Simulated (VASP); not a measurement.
The system is Ga3BSb2.

```xyz
6
Lattice="4.4749 0.0000 0.0000 -2.2374 3.8754 0.0000 0.0000 0.0000 8.6414" Properties=species:S:1:pos:R:3 pbc="T T T"
Ga    2.9015    0.0000    0.0000
Ga   -1.4507    2.5127    0.0000
Ga    0.7867    1.3626    0.0000
B     0.0000    0.0000    4.3207
Sb    0.0000    0.0000    2.0217
Sb    0.0000    0.0000    6.6197
```

The cell was built by a generator and needn't be a form met in nature.

```yaml
Program: VASP 6.6.1
Task: relaxation of cell and atoms
Functional: PBE
Potentials_or_basis: VASP PAW PBE potentials, release 64 (Ga_d, B, Sb)
Cutoff: 520 eV
k_mesh: 5 × 5 × 2
Occupations: gaussian, width 0.15 eV
Spin: no spin polarisation
```

At the start: pressure 12.7 GPa; volume 24.98 Å³/atom.

Q: How do energy, volume and symmetry change on relaxing?

A: Over 23 steps the energy falls by 472.1 meV/atom and the volume is 34.17 Å³/atom (+36.8 %); space group P-62m (No. 189, to 0.05 Å).

The path:
```
step  energy change (eV)  largest force (eV/Å)  pressure (GPa)  volume (Å³)
   1              0.0000                3.8098           12.68       149.86
   2             -2.0414                0.4433           -2.23       196.81
   3             -2.0449                0.5421           -1.49       192.60
   4             -2.4154                1.2177            1.28       191.05
   5             -2.4274                0.8399            0.61       191.34
   6             -2.5093                0.5653            0.28       194.45
   7             -2.6356                0.3348           -0.61       203.63
   8             -2.7093                0.3308           -0.09       202.00
   9             -2.5324                2.1234            1.61       196.75
  10             -2.7398                0.3881            0.33       201.06
  11             -2.7085                1.2733            1.52       198.75
  12             -2.7495                0.6301            0.49       200.39
  13             -2.7489                0.7613            0.76       200.05
  14             -2.7497                0.6979            0.66       200.21
  15             -2.7704                0.7187            0.73       200.62
  16             -2.7777                0.7368            0.78       200.92
  17             -2.8146                0.2415            0.08       202.73
  18             -2.8202                0.1701            0.24       203.25
  19             -2.8249                0.1420            0.08       204.31
  20             -2.8271                0.1373           -0.20       204.70
  21             -2.8299                0.0949           -0.46       205.37
  22             -2.8311                0.0877           -0.04       205.23
  23             -2.8326                0.0745           -0.11       205.00
```

Final structure:
```yaml
crystal:
  lattice:
    - [5.53142, 0.00000, 0.00000]
    - [-2.76571, 4.79035, 0.00000]
    - [0.00000, 0.00000, 7.73674]
  atoms:
    - { symbol: Ga, position: [0.59796, 0.00000, 0.00000] }
    - { symbol: Ga, position: [0.00000, 0.59796, 0.00000] }
    - { symbol: Ga, position: [0.40204, 0.40204, 0.00000] }
    - { symbol: B, position: [0.00000, 0.00000, 0.50000] }
    - { symbol: Sb, position: [0.00000, 0.00000, 0.23114] }
    - { symbol: Sb, position: [0.00000, 0.00000, 0.76886] }
```

Caveat: the k mesh is coarse (spacing up to 0.36 Å⁻¹), so the values aren't converged; the volume moved by over 15 % at a fixed basis, so the end points are rough.
